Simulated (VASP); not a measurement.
Consider the following.

```yaml
crystal:
  lattice:
    - [0.00000, 2.96928, 2.96928]
    - [2.96928, 0.00000, 2.96928]
    - [2.96928, 2.96928, 0.00000]
  atoms:
    - { symbol: Cu, position: [0.00000, 0.00000, 0.00000] }
    - { symbol: I, position: [0.25000, 0.25000, 0.25000] }
```

Calculation: revTPSS meta-GGA, VASP's PBE PAW potentials (set 64) (plane waves; VASP 6.6.1). Settings: 520 eV cut-off, 8×8×8 Γ-centred mesh, Gaussian smearing of 0.050 eV, potentials Cu I.

Task: Give the stress tensor in GPa (positive for a compressed cell).

Result: 
```
1.40  0.00  0.00
0.00  1.40  0.00
0.00  0.00  1.40
```
The pressure is its mean diagonal, 1.40 GPa.

The compound is CuI in the zinc blende structure. This cell is one point of a volume scan, at 0.97 of the reference volume.
